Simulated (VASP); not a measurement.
Output of a VASP run:

OSZICAR:
```
...
DAV:  12    -0.162371606283E+03   -0.23185E-03   -0.21951E-04  2168   0.819E-02    0.478E-01
DAV:  13    -0.162371610102E+03   -0.38191E-05   -0.13633E-04  1904   0.528E-02    0.475E-01
DAV:  14    -0.162371459370E+03    0.15073E-03   -0.27460E-05  1424   0.441E-02    0.448E-01
DAV:  15    -0.162371284131E+03    0.17524E-03   -0.16474E-04  2000   0.560E-02    0.415E-01
DAV:  16    -0.162371253814E+03    0.30317E-04   -0.66884E-05  1744   0.319E-02    0.401E-01
DAV:  17    -0.162371109056E+03    0.14476E-03   -0.53910E-05  1928   0.518E-02    0.365E-01
DAV:  18    -0.162371041453E+03    0.67603E-04   -0.11197E-04  1928   0.419E-02    0.342E-01
DAV:  19    -0.162371014170E+03    0.27283E-04   -0.13665E-05  1200   0.254E-02    0.332E-01
DAV:  20    -0.162371011437E+03    0.27332E-05   -0.77056E-06  1152   0.183E-02
  18 F= -.16237101E+03 E0= -.16237101E+03  d E =-.746167E-03
       N       E                     dE             d eps       ncg     rms          rms(c)
DAV:   1    -0.162371068527E+03   -0.54357E-04   -0.20654E-02  1584   0.546E-01    0.326E-01
DAV:   2    -0.162370698062E+03    0.37047E-03   -0.21462E-03  2616   0.392E-01    0.188E-01
DAV:   3    -0.162371085895E+03   -0.38783E-03   -0.65814E-03  2520   0.383E-01    0.264E-01
DAV:   4    -0.162370710916E+03    0.37498E-03   -0.29116E-03  2704   0.266E-01    0.581E-02
DAV:   5    -0.162370715181E+03   -0.42649E-05   -0.46422E-04  2632   0.136E-01    0.749E-02
DAV:   6    -0.162370716687E+03   -0.15061E-05   -0.21841E-04  2072   0.585E-02    0.561E-02
DAV:   7    -0.162370715591E+03    0.10954E-05   -0.12730E-04  2000   0.675E-02    0.336E-02
DAV:   8    -0.162370722383E+03   -0.67912E-05   -0.60440E-05  1800   0.349E-02
  19 F= -.16237072E+03 E0= -.16237072E+03  d E =-.457113E-03
       N       E                     dE             d eps       ncg     rms          rms(c)
DAV:   1    -0.162370711768E+03    0.38239E-05   -0.71820E-04  2000   0.107E-01    0.182E-02
DAV:   2    -0.162370726158E+03   -0.14391E-04   -0.27509E-04  1928   0.600E-02    0.359E-02
DAV:   3    -0.162370714505E+03    0.11653E-04   -0.77969E-05  1640   0.450E-02    0.144E-02
DAV:   4    -0.162370714511E+03   -0.55552E-08   -0.87812E-06  1168   0.183E-02
  20 F= -.16237071E+03 E0= -.16237071E+03  d E =-.449241E-03
       N       E                     dE             d eps       ncg     rms          rms(c)
DAV:   1    -0.162370715650E+03   -0.11448E-05   -0.24916E-04  1824   0.612E-02    0.122E-02
DAV:   2    -0.162370716446E+03   -0.79619E-06   -0.88764E-06  1110   0.195E-02    0.162E-02
DAV:   3    -0.162370716964E+03   -0.51794E-06   -0.49032E-06   990   0.166E-02    0.912E-03
DAV:   4    -0.162370717659E+03   -0.69520E-06   -0.28458E-06  1014   0.114E-02
  21 F= -.16237072E+03 E0= -.16237072E+03  d E =-.452390E-03
       N       E                     dE             d eps       ncg     rms          rms(c)
DAV:   1    -0.162370409054E+03    0.30791E-03   -0.89267E-02  1576   0.114E+00    0.876E-02
DAV:   2    -0.162370886060E+03   -0.47701E-03   -0.54388E-03  2608   0.418E-01    0.978E-02
DAV:   3    -0.162370897651E+03   -0.11592E-04   -0.45271E-04  2808   0.953E-02    0.685E-02
DAV:   4    -0.162370906372E+03   -0.87210E-05   -0.27932E-04  2696   0.859E-02    0.762E-02
DAV:   5    -0.162370894115E+03    0.12257E-04   -0.12584E-04  1968   0.597E-02    0.250E-02
DAV:   6    -0.162370898402E+03   -0.42869E-05   -0.51781E-05  1608   0.373E-02
  22 F= -.16237090E+03 E0= -.16237090E+03  d E =-.180742E-03
```

### OUTCAR
```
------------------------ aborting loop because EDIFF is reached ----------------------------------------
  FORCE on cell =-STRESS in cart. coord.  units (eV):
  Direction    XX          YY          ZZ          XY          YZ          ZX
  --------------------------------------------------------------------------------------
  Total      -10.9904794     -0.3931598     -2.7748929      0.0000000      0.0000000      0.0000000
  in kB      -32.3579671     -1.1575339     -8.1697886      0.0000000      0.0000000      0.0000000
  external PRESSURE =     -13.8950965 kB  Pullay stress =       0.0000000 kB
  volume of cell :      544.18
      direct lattice vectors                 reciprocal lattice vectors
     3.816674387  0.000000000  0.000000000     0.262008204  0.000000000  0.000000000
     0.000000000  5.397592238  0.000000000     0.000000000  0.185267793  0.000000000
     0.000000000  0.000000000 26.415619865     0.000000000  0.000000000  0.037856390
 POSITION                                       TOTAL-FORCE (eV/Angst)
 -----------------------------------------------------------------------------------
      0.00000      0.00000      8.59645         0.000000     -0.000000      0.020098
      1.90834      2.69880     10.24306         0.000000     -0.000000      0.009340
      0.00000      0.00000     12.30127         0.000000     -0.000000      0.007673
      1.90834      2.69880     14.11435         0.000000     -0.000000     -0.007673
      0.00000      0.00000     16.17256         0.000000     -0.000000     -0.009340
      1.90834      2.69880     17.81917         0.000000     -0.000000     -0.020098
      1.90834      1.27851      8.46256        -0.000000      0.002804      0.007605
      0.00000      1.34388     10.34119         0.000000     -0.001904     -0.004758
      0.00000      4.05371     10.34119         0.000000      0.001904     -0.004758
      1.90834      4.11908      8.46256         0.000000     -0.002804      0.007605
      1.90834      1.34776     12.24437         0.000000     -0.002369      0.000528
      0.00000      1.35103     14.17125         0.000000      0.002369     -0.000528
      0.00000      4.04656     14.17125         0.000000     -0.002369     -0.000528
      1.90834      4.04983     12.24437         0.000000      0.002369      0.000528
      1.90834      1.35492     16.07443         0.000000      0.001904      0.004758
      0.00000      1.42028     17.95306        -0.000000     -0.002804     -0.007605
      0.00000      3.97731     17.95306         0.000000      0.002804     -0.007605
      1.90834      4.04268     16.07443         0.000000     -0.001904      0.004758
 -----------------------------------------------------------------------------------
    total drift:                                0.000000      0.000000      0.000000
  FREE ENERGIE OF THE ION-ELECTRON SYSTEM (eV)
  ---------------------------------------------------
  free  energy   TOTEN  =      -162.3708984019 eV

  energy  without entropy=     -162.3708984019  energy(sigma->0) =     -162.37089840

 reached required accuracy - stopping structural energy minimisation
```
(Selected blocks of OUTCAR.)

File POSCAR:
```
CeO2(110) slab
1
    3.8166743866     0.0000000000     0.0000000000
    0.0000000000     5.3975922380    -0.0000000000
   -0.0000000000    -0.0000000000    26.4156198646
Ce O
6 12
Direct
  0.0000000000   0.0000000000   0.3244101215
  0.5000000000   0.5000000000   0.3872208617
  0.0000000000   0.0000000000   0.4653760138
  0.5000000000   0.5000000000   0.5346239862
  0.0000000000   0.0000000000   0.6127791383
  0.5000000000   0.5000000000   0.6755898785
  0.5000000000   0.2362832668   0.3194204025
  0.0000000000   0.2488497629   0.3909934341
  0.0000000000   0.7511502371   0.3909934341
  0.5000000000   0.7637167332   0.3194204025
  0.5000000000   0.2501792159   0.4634325497
  0.0000000000   0.2498207841   0.5365674503
  0.0000000000   0.7501792159   0.5365674503
  0.5000000000   0.7498207841   0.4634325497
  0.5000000000   0.2511502371   0.6090065659
  0.0000000000   0.2637167332   0.6805795975
  0.0000000000   0.7362832668   0.6805795975
  0.5000000000   0.7488497629   0.6090065659
```

Task: Write an INCAR and KPOINTS that could have produced this output.

Result: Several could match; the one computed here: the input of the run itself, PBEsol GGA, plane waves, VASP's PBE PAW potentials (set 64).

File KPOINTS:
```
Regular mesh
0
gamma
5 4 1
```

INCAR:
```
ALGO = Normal
DIPOL = 0.5 0.5 0.5
EDIFF = 1E-5
EDIFFG = -0.03
ENCUT = 450
GGA = PS
IBRION = 2
IDIPOL = 3
ISIF = 2
ISMEAR = 0
LASPH = .TRUE.
LCHARG = .FALSE.
LDIPOL = .TRUE.
LMAXMIX = 6
LREAL = Auto
LWAVE = .TRUE.
NELM = 100
NELMIN = 4
NSW = 120
PREC = Normal
SIGMA = 0.05
SYSTEM = CeO2(110) slab
```

POTCAR, in this order: Ce O (PBE.64 set). Program: vasp_std.

At this cut-off the stress carries a Pulay error, which pulls relaxed volumes low.

The cell is a thin slab with vacuum, built from CeO2 (fluorite): (110) face. The run is not spin-polarised, so no magnetic state was tried.
